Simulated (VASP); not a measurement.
Here is the system:

```
CELL_PARAMETERS angstrom
      0.00000     2.46703     2.46703
      2.46703     0.00000     2.46703
      2.46703     2.46703     0.00000
ATOMIC_POSITIONS crystal
  Eu 0.00000 0.00000 0.00000
  O  0.50000 0.50000 0.50000
```

Method: optB86b-vdW, VASP's PBE PAW potentials (set 64) (plane waves; VASP). Settings: 520 eV cut-off, Gaussian smearing of 0.050 eV, potentials Eu_2 O.

The 4f electrons are frozen in the core of the lanthanide potential, so 4f levels, which can set the real gap, and their magnetism are missing.

Give the energies of bands 5 to 10 at the high-symmetry points, in eV from the valence-band maximum.

```
band      Γ      X      U      L      W
----  -----  -----  -----  -----  -----
5     -0.09  -0.06  -1.12  -2.69  -1.53
6     -0.09   0.00  -0.75  -1.64  -0.26
7     -0.09   0.00  -0.22  -1.64  -0.26
8      4.64   2.64   4.52   6.78   6.01
9      6.01   8.56   8.41   9.32   6.01
10     6.01  10.97   9.69   9.32   9.46
```

The gap is direct, 2.64 eV, from the valence maximum at X to the conduction minimum at X.

The compound is EuO in the rock salt structure. It was relaxed first, which changed the volume by -12 %.
